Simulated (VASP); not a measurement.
# A VASP study of ZnS (Wurtzite-6H) (AM05): structure first, properties next, part 2 of 6

What structure does ZnS (Wurtzite-6H) take at this level, and what are its properties? The start is a cell from a database of measured crystal structures.

VASP 6.6.1, plane waves and PAW; the level of theory is named at each step.

So far, gap on the k-mesh (eV): step 2 (full relaxation (AM05)) 2.21.

The database entry behind the starting cell has ideal inner coordinates that were not refined, so it need not match the best structure at ambient conditions.

## (3) Second relaxation

Level of this step: AM05; plane waves and PAW (Zn, S) (VASP).

A relaxation keeps the plane waves of the cell it began with, so it is repeated from the new cell, on a basis made for it.

INCAR reads:

```
SYSTEM = ZnS
PREC = Accurate
ENCUT = 400
EDIFF = 1E-06
NELM = 100
ISMEAR = 0
SIGMA = 0.05
LREAL = .FALSE.
ALGO = Normal
GGA = AM
NBANDS = 66
LORBIT = 11
LWAVE = .FALSE.
LCHARG = .FALSE.
KPAR = 4
NCORE = 2
IBRION = 2
NSW = 60
ISIF = 3
EDIFFG = -0.01
```

POSCAR reads:

```
ZnS
1.0
    3.7959909386      0.0000000000      0.0000000000
   -1.8979954693      3.2874245853      0.0000000000
    0.0000000000      0.0000000000     18.6128496718
Zn S
6 6
Direct
    0.0000000000      0.0000000000      0.9999934030
    0.0000000000      0.0000000000      0.4999934030
    0.3333333333      0.6666666667      0.1667599821
    0.6666666667      0.3333333333      0.6667599821
    0.6666666667      0.3333333333      0.3333164738
    0.3333333333      0.6666666667      0.8333164738
    0.0000000000      0.0000000000      0.1251289240
    0.0000000000      0.0000000000      0.6251289240
    0.3333333333      0.6666666667      0.2916313528
    0.6666666667      0.3333333333      0.7916313528
    0.6666666667      0.3333333333      0.4581698643
    0.3333333333      0.6666666667      0.9581698643
```

KPOINTS reads:

```
Automatic mesh
0
Gamma
6 6 1
0 0 0
```

Potentials, in the order of the species: Zn and S (PBE family, release 64).

On the command line:

```bash
> mpirun -np 8 vasp_std
```

Output:

```text
[banner, memory and clock lines left out]
running    8 mpi-ranks, on    1 nodes
 distrk:  each k-point on    2 cores,    4 groups
 distr:  one band on    2 cores,    1 groups

 POSCAR found type information on POSCAR ZnS
 POSCAR found :  2 types and      12 ions
 [... a notice as in an earlier step ...]

 LDA part: xc-table for (Slater+PW92), standard interpolation
 POSCAR, INCAR and KPOINTS ok, starting setup
 FFT: planning ... GRIDC
 FFT: planning ... GRID_SOFT
 FFT: planning ... GRID
 WAVECAR not read
 entering main loop
       N       E                     dE             d eps       ncg     rms          rms(c)
DAV:   1     0.864427712916E+03    0.86443E+03   -0.42015E+04   924   0.167E+03
DAV:   2     0.883880432605E+02   -0.77604E+03   -0.74347E+03   924   0.415E+02
DAV:   3    -0.376381279750E+02   -0.12603E+03   -0.12361E+03  1010   0.157E+02
DAV:   4    -0.450731223436E+02   -0.74350E+01   -0.73947E+01  1086   0.392E+01
DAV:   5    -0.452025768913E+02   -0.12945E+00   -0.12928E+00  1088   0.529E+00    0.173E+01
DAV:   6    -0.427372469592E+02    0.24653E+01   -0.55578E+00  1320   0.449E+01    0.130E+01
DAV:   7    -0.429744810630E+02   -0.23723E+00   -0.79815E+00  1070   0.920E+00    0.432E+00
DAV:   8    -0.428254431173E+02    0.14904E+00   -0.47795E-01  1184   0.519E+00    0.157E+00
DAV:   9    -0.428055229162E+02    0.19920E-01   -0.21119E-01  1224   0.308E+00    0.434E-01
DAV:  10    -0.428053848583E+02    0.13806E-03   -0.91387E-03  1120   0.123E+00    0.351E-01
DAV:  11    -0.428057592547E+02   -0.37440E-03   -0.18826E-03  1232   0.356E-01    0.243E-01
DAV:  12    -0.428064925076E+02   -0.73325E-03   -0.12437E-03  1032   0.275E-01    0.128E-01
DAV:  13    -0.428063890319E+02    0.10348E-03   -0.42202E-04  1272   0.228E-01    0.341E-02
DAV:  14    -0.428064122331E+02   -0.23201E-04   -0.15796E-04   998   0.804E-02    0.131E-02
DAV:  15    -0.428064156438E+02   -0.34106E-05   -0.27930E-05  1088   0.520E-02    0.155E-02
DAV:  16    -0.428064159335E+02   -0.28971E-06   -0.45793E-06   870   0.151E-02
   1 F= -.42806416E+02 E0= -.42806416E+02  d E =-.428064E+02
 curvature:   0.00 expect dE= 0.000E+00 dE for cont linesearch  0.000E+00
 trial: gam= 0.00000 g(F)=  0.137E-04 g(S)=  0.644E-05 ort = 0.000E+00 (trialstep = 0.100E+01)
 search vector abs. value=  0.202E-04
 reached required accuracy - stopping structural energy minimisation
```

Elapsed: 23 s, on 8 MPI ranks of Intel Xeon Platinum 8259CL at 2.50GHz (Skylake/Cascade Lake), shared host; peak memory 1.8 GiB.

From OUTCAR (step 3):

```text
  LATTYP: Found a hexagonal cell.
 ALAT       =     3.7959909386
 C/A-ratio  =     4.9032913863

 Found      7 irreducible k-points:

   ENCUT  =  400.0 eV  29.40 Ry    5.42 a.u.   6.19  6.19 30.35*2*pi/ulx,y,z

   NELECT =     108.0000    total number of electrons

 E-fermi :   2.5389

 k-point     1 :       0.0000    0.0000    0.0000
  band No.  band energies     occupation
    ...
     50       2.0085      2.00000
     51       2.0085      2.00000
     52       2.2343      2.00000
     53       2.2595      2.00000
     54       2.2595      2.00000
     55       4.4648      0.00000
     56       5.4684      0.00000
     57       5.5382      0.00000
     58       5.5857      0.00000
     59       5.6623      0.00000
    ...

 k-point     2 :       0.1667    0.0000    0.0000
  band No.  band energies     occupation
    ...
     50       1.3833      2.00000
     51       1.7181      2.00000
     52       1.7235      2.00000
     53       1.9973      2.00000
     54       2.0297      2.00000
     55       5.5748      0.00000
     56       6.2581      0.00000
     57       6.4300      0.00000
     58       6.4796      0.00000
     59       6.5329      0.00000
    ...

  Total        0.0138730      0.0138730      0.0348905      0.0000000      0.0000000      0.0000000
  in kB        0.0956945      0.0956945      0.2406714      0.0000000      0.0000000      0.0000000
  external PRESSURE =       0.1440201 kB  Pullay stress =       0.0000000 kB

  energy-cutoff  :      400.00
  volume of cell :      232.27
      direct lattice vectors                 reciprocal lattice vectors
     3.795990939  0.000000000  0.000000000     0.263435824  0.152094744  0.000000000
    -1.897995469  3.287424585  0.000000000     0.000000000  0.304189488  0.000000000
     0.000000000  0.000000000 18.612849672     0.000000000  0.000000000  0.053726324

 POSITION                                       TOTAL-FORCE (eV/Angst)
 -----------------------------------------------------------------------------------
      0.00000      0.00000     18.61273         0.000000     -0.000000      0.004139
      0.00000      0.00000      9.30630         0.000000     -0.000000      0.004139
     -0.00000      2.19162      3.10388         0.000000     -0.000000      0.003718
      1.89800      1.09581     12.41030        -0.000000     -0.000000      0.003718
      1.89800      1.09581      6.20397        -0.000000      0.000000     -0.008851
     -0.00000      2.19162     15.51039         0.000000     -0.000000     -0.008851
      0.00000      0.00000      2.32901         0.000000     -0.000000     -0.004174
      0.00000      0.00000     11.63543        -0.000000      0.000000     -0.004174
     -0.00000      2.19162      5.42809         0.000000     -0.000000      0.003669
      1.89800      1.09581     14.73452         0.000000     -0.000000      0.003669
      1.89800      1.09581      8.52785         0.000000     -0.000000      0.001500
     -0.00000      2.19162     17.83427         0.000000     -0.000000      0.001500
 -----------------------------------------------------------------------------------
    total drift:                               -0.000002     -0.000004      0.001196

  FREE ENERGIE OF THE ION-ELECTRON SYSTEM (eV)
  ---------------------------------------------------
  free  energy   TOTEN  =       -42.8064159335 eV

  energy  without entropy=      -42.8064159335  energy(sigma->0) =      -42.80641593

 total charge
# of ion       s       p       d       tot
------------------------------------------
    1        0.529   0.497   9.802  10.828
    2        0.529   0.497   9.802  10.828
    3        0.529   0.499   9.802  10.830
    4        0.529   0.499   9.802  10.830
    5        0.530   0.499   9.802  10.831
    6        0.530   0.499   9.802  10.831
    7        1.306   2.427   0.000   3.733
    8        1.306   2.427   0.000   3.733
    9        1.306   2.427   0.000   3.732
   10        1.306   2.427   0.000   3.732
   11        1.305   2.427   0.000   3.733
   12        1.305   2.427   0.000   3.733
--------------------------------------------------
tot         11.010  17.554  58.813  87.376

[... 5 parts as in an earlier step ...]

[... 7 further parts left out ...]
```

Little changed from the start: no atom moved by 0.005 Å and no cell edge by 0.1 %.

Numbers from this step:

| Quantity | Value |
| --- | --- |
| Fermi energy | 2.539 eV |
| pressure | 0.01440 GPa |
| SCF cycles over all ionic steps | 16 |

It ends with a largest force of 0.009 eV/Å and a pressure of 0.01 GPa. The volume moved by under 0.01 %: the run met its threshold at the first step.

## (4) Single point with fields (AM05)

The relaxed cell gets a fresh self-consistent run, on a basis set for its own volume, to fix the density and to check the remaining stress.

INCAR, as its differences from that of step 3:

```diff
@@ -13,8 +13,6 @@
 LWAVE = .FALSE.
-LCHARG = .FALSE.
-KPAR = 4
+LCHARG = .TRUE.
 NCORE = 2
-IBRION = 2
-NSW = 60
-ISIF = 3
-EDIFFG = -0.01
+ISIF = 2
+LELF = .TRUE.
+LVHAR = .TRUE.
```

POSCAR is that of step 3.

KPOINTS is that of step 3.

On the command line:

```bash
> mpirun -np 8 vasp_std
```

Output:

```text
[banner, memory and clock lines left out]
running    8 mpi-ranks, on    1 nodes
 distrk:  each k-point on    8 cores,    1 groups
 distr:  one band on    2 cores,    4 groups

 POSCAR found type information on POSCAR ZnS
 POSCAR found :  2 types and      12 ions
 [... a notice as in an earlier step ...]

 LDA part: xc-table for (Slater+PW92), standard interpolation
|                                                                             |
|           W    W    AA    RRRRR   N    N  II  N    N   GGGG   !!!           |
|           W    W   A  A   R    R  NN   N  II  NN   N  G    G  !!!           |
|           W    W  A    A  R    R  N N  N  II  N N  N  G       !!!           |
|           W WW W  AAAAAA  RRRRR   N  N N  II  N  N N  G  GGG   !            |
|           WW  WW  A    A  R   R   N   NN  II  N   NN  G    G                |
|           W    W  A    A  R    R  N    N  II  N    N   GGGG   !!!           |
|                                                                             |
|     The number of bands has been changed from the values supplied in        |
|     The orbitals not found in the WAVECAR file will be initialized with     |
|     random numbers, which is usually adequate. For correlated               |
|     calculations, however, you should redo the groundstate calculation.     |
|     I found NBANDS = 66. Now, NBANDS = 68.                                  |
|                                                                             |

 POSCAR, INCAR and KPOINTS ok, starting setup
 FFT: planning ... GRIDC
 FFT: planning ... GRID_SOFT
 FFT: planning ... GRID
 WAVECAR not read
 entering main loop
       N       E                     dE             d eps       ncg     rms          rms(c)
DAV:   1     0.861527556023E+03    0.86153E+03   -0.41535E+04   952   0.162E+03
DAV:   2     0.879580091936E+02   -0.77357E+03   -0.73659E+03   952   0.407E+02
DAV:   3    -0.375577348589E+02   -0.12552E+03   -0.12275E+03  1052   0.153E+02
DAV:   4    -0.450568762079E+02   -0.74991E+01   -0.74514E+01  1116   0.384E+01
DAV:   5    -0.452026592990E+02   -0.14578E+00   -0.14565E+00  1144   0.541E+00    0.173E+01
DAV:   6    -0.427538475044E+02    0.24488E+01   -0.54176E+00  1372   0.436E+01    0.130E+01
DAV:   7    -0.429543164825E+02   -0.20047E+00   -0.73169E+00  1080   0.879E+00    0.428E+00
DAV:   8    -0.428240303793E+02    0.13029E+00   -0.39071E-01  1188   0.440E+00    0.153E+00
DAV:   9    -0.428052924675E+02    0.18738E-01   -0.18518E-01  1256   0.278E+00    0.421E-01
DAV:  10    -0.428054390502E+02   -0.14658E-03   -0.84745E-03  1152   0.125E+00    0.327E-01
DAV:  11    -0.428058363412E+02   -0.39729E-03   -0.16263E-03  1296   0.400E-01    0.196E-01
DAV:  12    -0.428064101045E+02   -0.57376E-03   -0.96531E-04  1008   0.197E-01    0.945E-02
DAV:  13    -0.428063911529E+02    0.18952E-04   -0.15537E-04  1248   0.116E-01    0.191E-02
DAV:  14    -0.428064116060E+02   -0.20453E-04   -0.57943E-05  1024   0.597E-02    0.974E-03
DAV:  15    -0.428064161957E+02   -0.45897E-05   -0.11730E-05  1104   0.297E-02    0.855E-03
DAV:  16    -0.428064160552E+02    0.14052E-06   -0.15383E-06   704   0.143E-02
   1 F= -.42806416E+02 E0= -.42806416E+02  d E =-.113775E-16
```

Wall time 19 s (8 MPI ranks); peak memory 1.1 GiB.

Parts of OUTCAR (step 4):

```text
 Found      7 irreducible k-points:

   k-points           NKPTS =      7   k-points in BZ     NKDIM =      7   number of bands    NBANDS=     68

   NELECT =     108.0000    total number of electrons

 E-fermi :   2.5447

 k-point     1 :       0.0000    0.0000    0.0000
  band No.  band energies     occupation
    ...
     50       2.0084      2.00000
     51       2.0084      2.00000
     52       2.2342      2.00000
     53       2.2594      2.00000
     54       2.2594      2.00000
     55       4.4648      0.00000
     56       5.4684      0.00000
     57       5.5382      0.00000
     58       5.5856      0.00000
     59       5.6622      0.00000
    ...

 k-point     2 :       0.1667    0.0000    0.0000
  band No.  band energies     occupation
    ...
     50       1.3832      2.00000
     51       1.7181      2.00000
     52       1.7234      2.00000
     53       1.9972      2.00000
     54       2.0296      2.00000
     55       5.5748      0.00000
     56       6.2581      0.00000
     57       6.4300      0.00000
     58       6.4796      0.00000
     59       6.5329      0.00000
    ...

  Total        0.0016610      0.0016610      0.0225742      0.0000000     -0.0000000      0.0000000
  in kB        0.0114577      0.0114577      0.1557145      0.0000000     -0.0000000      0.0000000
  external PRESSURE =       0.0595433 kB  Pullay stress =       0.0000000 kB

 POSITION                                       TOTAL-FORCE (eV/Angst)
 -----------------------------------------------------------------------------------
      0.00000      0.00000     18.61273         0.000000      0.000000      0.004119
      0.00000      0.00000      9.30630         0.000000      0.000000      0.004119
     -0.00000      2.19162      3.10388        -0.000000      0.000000      0.003746
      1.89800      1.09581     12.41030         0.000000     -0.000000      0.003746
      1.89800      1.09581      6.20397         0.000000     -0.000000     -0.008851
     -0.00000      2.19162     15.51039        -0.000000      0.000000     -0.008851
      0.00000      0.00000      2.32901        -0.000000      0.000000     -0.004093
      0.00000      0.00000     11.63543         0.000000      0.000000     -0.004093
     -0.00000      2.19162      5.42809         0.000000      0.000000      0.003634
      1.89800      1.09581     14.73452         0.000000      0.000000      0.003634
      1.89800      1.09581      8.52785         0.000000     -0.000000      0.001445
     -0.00000      2.19162     17.83427         0.000000      0.000000      0.001445
 -----------------------------------------------------------------------------------
    total drift:                               -0.000002     -0.000004      0.001212

  FREE ENERGIE OF THE ION-ELECTRON SYSTEM (eV)
  ---------------------------------------------------
  free  energy   TOTEN  =       -42.8064160552 eV

  energy  without entropy=      -42.8064160552  energy(sigma->0) =      -42.80641606

 total charge
# of ion       s       p       d       tot
------------------------------------------
    1        0.529   0.497   9.802  10.828
    2        0.529   0.497   9.802  10.828
    3        0.529   0.499   9.802  10.830
    4        0.529   0.499   9.802  10.830
    5        0.530   0.499   9.802  10.831
    6        0.530   0.499   9.802  10.831
    7        1.306   2.428   0.000   3.733
    8        1.306   2.428   0.000   3.733
    9        1.306   2.427   0.000   3.732
   10        1.306   2.427   0.000   3.732
   11        1.305   2.427   0.000   3.733
   12        1.305   2.427   0.000   3.733
--------------------------------------------------
tot         11.010  17.554  58.813  87.377

[... 8 parts as in an earlier step ...]

[... 5 further parts left out ...]
```

This step gave:

| Property | Result |
| --- | --- |
| SCF cycles | 16 |
| bands | 68 |
| Fermi energy | 2.545 eV |
| pressure | 0.005954 GPa |

Valence electrons inside each PAW sphere by angular momentum. Sphere charges, by row:

```
atom  s (e)  p (e)  d (e)  tot (e)
 Zn1  0.529  0.497  9.802    10.83
 Zn2  0.529  0.497  9.802    10.83
 Zn3  0.529  0.499  9.802    10.83
 Zn4  0.529  0.499  9.802    10.83
 Zn5   0.53  0.499  9.802    10.83
 Zn6   0.53  0.499  9.802    10.83
  S7  1.306  2.428      0    3.733
  S8  1.306  2.428      0    3.733
  S9  1.306  2.427      0    3.732
 S10  1.306  2.427      0    3.732
 S11  1.305  2.427      0    3.733
 S12  1.305  2.427      0    3.733
```

Valence density in the ac plane at fractional y = 0.000, with atoms of Zn and S within 0.2 Å of it. It is the smooth field of the valence electrons, not physical close to the nuclei.

Ten steps, logarithmic in the rise over the least value, from '0' (0 e/Å³) to '9' (12 e/Å³), each cell a mean:
```
88532222222368
11111122211111
00000011100000
00001122211000
00012233321100
00001222211000
00000011100000
33221111111223
34443211123444
44432100012344
43211000001233
99632111112479
88532222222368
11111122211111
00000011100000
00001122211000
00012233321100
00001222211000
00000011100000
33221111111223
34443211123444
44432100012344
43211000001233
99632111112479
```
Columns run along a (3.8 Å), rows up along c (18.6 Å). Atoms in or near the plane, at fractional coordinates: Zn at (0.00, 0.00), Zn at (0.00, 0.50), S at (0.00, 0.13), S at (0.00, 0.63).

Electrostatic potential energy in the ac plane at fractional y = 0.000, with atoms of Zn and S within 0.2 Å of it. With pseudopotentials it is smooth inside the atoms' cores, unlike the true potential.

Ten even steps from '_' (-53 eV) to '@' (5 eV), each cell a mean:
```
######%%@@@@@@@@@@@@@@%%####
@@@@@@@@@@@@@@@@@@@@@@@@@@@@
@@@@@@@@@@@@@@@@@@@@@@@@@@@@
@@@@@@@@@@@@@@@@@@@@@@@@@@@@
@@@@@@@@@@@@%%%%%%@@@@@@@@@@
@@@@@@@@@@@@@@@@@@@@@@@@@@@@
@@@@@@@@@@@@@@@@@@@@@@@@@@@@
%%%%@@@@@@@@@@@@@@@@@@@@%%%%
____::##@@@@@@@@@@@@%%**..__
..::==%%@@@@@@@@@@@@@@##--..
%%%%%%@@@@@@@@@@@@@@@@@@%%%%
######%%@@@@@@@@@@@@%%######
######%%@@@@@@@@@@@@@@%%####
@@@@@@@@@@@@@@@@@@@@@@@@@@@@
@@@@@@@@@@@@@@@@@@@@@@@@@@@@
@@@@@@@@@@@@@@@@@@@@@@@@@@@@
@@@@@@@@@@@@%%%%%%@@@@@@@@@@
@@@@@@@@@@@@@@@@@@@@@@@@@@@@
@@@@@@@@@@@@@@@@@@@@@@@@@@@@
%%%%@@@@@@@@@@@@@@@@@@@@%%%%
____::##@@@@@@@@@@@@%%**..__
..::==%%@@@@@@@@@@@@@@##--..
%%%%%%@@@@@@@@@@@@@@@@@@%%%%
######%%@@@@@@@@@@@@%%######
```
Columns run along a (3.8 Å; values clipped at the 3rd and 97th percentile), rows up along c (18.6 Å). Atoms in or near the plane, at fractional coordinates: Zn at (0.00, 0.00), Zn at (0.00, 0.50), S at (0.00, 0.13), S at (0.00, 0.63).

ELF in the ac plane at fractional y = 0.000, with atoms of Zn and S within 0.2 Å of it. It is the smooth field of the valence electrons, not physical close to the nuclei.

Ten even steps from '0' (0.01) to '9' (0.85), each cell a mean:
```
01124788763210
11124677654211
00001122211000
00012222222100
00135677664200
00024677753100
00001122211000
77753211124677
57998421258997
88997310147998
55432100012455
00122233322210
01124788763210
11124677654211
00001122211000
00012222222100
00135677664200
00024677753100
00001122211000
77753211124677
57998421258997
88997310147998
55432100012455
00122233322210
```
Columns run along a (3.8 Å), rows up along c (18.6 Å). Atoms in or near the plane, at fractional coordinates: Zn at (0.00, 0.00), Zn at (0.00, 0.50), S at (0.00, 0.13), S at (0.00, 0.63).

In this run the pressure is 0.01 GPa, small enough to go on; single stress components reach 0.02 GPa.

(Continued in part 3 of 6.)

[Lines on the potential files, build, host, timing and source positions are cut from VASP's logs without a mark.]

[Logs are printed without paths, hosts, clocks, repeated set-up lines and the standing remarks that a program may print on its own settings, such as how far it seeks lower states.]

[Hosts, paths, dates, database ids (printed as entryN), source tags and the programs' standing remarks are cut or masked in the printed files.]

[A measured line is paired with the nearest computed mode of its activity, which favours agreement.]

[In band tables of VASP the shares of atoms and orbitals are scaled to a sum of 1 inside the atoms' spheres.]
